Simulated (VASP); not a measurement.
# GeH4: band gap by level of theory

```cif
data_structure
_symmetry_space_group_name_H-M 'P 1'
_symmetry_Int_Tables_number 1
_cell_length_a 12.8009
_cell_length_b 13.3009
_cell_length_c 13.8009
_cell_angle_alpha 90.000
_cell_angle_beta 90.000
_cell_angle_gamma 90.000
_cell_volume 2349.78
loop_
_atom_site_label
_atom_site_type_symbol
_atom_site_fract_x
_atom_site_fract_y
_atom_site_fract_z
_atom_site_occupancy
Ge1 Ge 0.50000 0.50376 0.50000 1
H1 H 0.40086 0.46650 0.44902 1
H2 H 0.47707 0.52022 0.60789 1
H3 H 0.58679 0.42515 0.48887 1
H4 H 0.53527 0.60316 0.45422 1
```

```tsv
rung	level	program and potentials	cutoff (eV)	k mesh	band gap (eV)	notes
LDA	LDA	VASP, LDA PAW files Ge_d, H, 400 eV	400	1 × 1 × 1	7.48	-
GGA	PBE	VASP, PBE PAW files Ge_d, H, 400 eV	400	1 × 1 × 1	7.49	-
GGA	PBEsol	VASP, PBE PAW files Ge_d, H, 400 eV	400	1 × 1 × 1	7.49	potentials made for PBE
GGA	RPBE	VASP, PBE PAW files Ge_d, H, 400 eV	400	1 × 1 × 1	7.44	potentials made for PBE
non-local van der Waals functional	optB86b-vdW	VASP, PBE PAW files Ge_d, H, 400 eV	400	1 × 1 × 1	7.26	potentials made for PBE
non-local van der Waals functional	rev-vdW-DF2	VASP, PBE PAW files Ge_d, H, 400 eV	400	1 × 1 × 1	7.29	potentials made for PBE
```

Task: single point. All rows: no spin polarisation. Gaps are the least found on the k mesh or the band path, and a mesh can miss the band edges. The cell was made for these runs and isn't a measured one. All levels ran on this one cell, unrelaxed unless noted. Meshes are those of the run's cell of 5 atoms unless a note names another. Runs on faulty files, with rough fits or with known faults for this quantity aren't shown. No row holds spin-orbit coupling.

By rung: LDA 7.48; GGA 7.44 to 7.49; non-local van der Waals functional 7.26 to 7.29 (eV).
